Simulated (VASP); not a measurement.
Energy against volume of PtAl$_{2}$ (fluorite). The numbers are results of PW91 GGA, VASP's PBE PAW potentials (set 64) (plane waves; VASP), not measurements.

| V (Å³/atom) | E (eV/atom) |
|---|---|
| 16.500 | -5.38724 |
| 17.027 | -5.40924 |
| 17.554 | -5.41605 |
| 18.080 | -5.40995 |
| 18.607 | -5.39295 |

### Question
Fit a third-order Birch-Murnaghan equation of state.

### Answer

```
Quantity                                        Result
---------------------------------------  -------------
volume per atom                          17.55 Å³/atom
bulk modulus                                 1300 kbar
pressure derivative of the bulk modulus           4.52
lattice constant a                             5.950 Å
```

The compound is PtAl2 in the fluorite structure. It was relaxed first.
